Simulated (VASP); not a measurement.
Here is the system:

```xyz
8
Lattice="4.0134 0.0000 0.0000 -2.0067 3.4757 0.0000 0.0000 0.0000 17.3064" Properties=species:S:1:pos:R:3 pbc="T T T"
In     0.0000     2.3172     5.7163
In     2.0067     1.1586    11.5901
In     2.0067     1.1586    14.3695
In     0.0000     2.3172     2.9369
Se     0.0000     2.3172    10.3375
Se     2.0067     1.1586     6.9690
Se     2.0067     1.1586     1.6843
Se     0.0000     2.3172    15.6222
```

The numbers are results of PBE GGA, VASP's PBE PAW potentials (set 64) (plane waves; VASP), not measurements. Run with 300 eV cut-off, 5×5×1 Γ-centred mesh, Fermi-Dirac smearing of 0.050 eV, potentials In_d Se.

At this cut-off the stress carries a Pulay error, which pulls relaxed volumes low.

### Question
Give the force on each atom (eV/Å).

### Answer

```tsv
atom	Fx	Fy	Fz
In1	0.000	0.000	-0.212
In2	0.000	0.000	0.212
In3	0.000	0.000	-0.212
In4	0.000	0.000	0.212
Se5	0.000	0.000	-0.370
Se6	0.000	0.000	0.370
Se7	0.000	0.000	-0.370
Se8	0.000	0.000	0.370
```

### Question
Give the stress tensor in GPa (positive for a compressed cell).

### Answer

```
2.66  0.00  0.00
0.00  2.66  0.00
0.00  0.00  2.41
```
The pressure is its mean diagonal, 2.58 GPa.

The structure comes from a computed database's InSe entry, a phase known from measurement. The cell was not relaxed at this level.
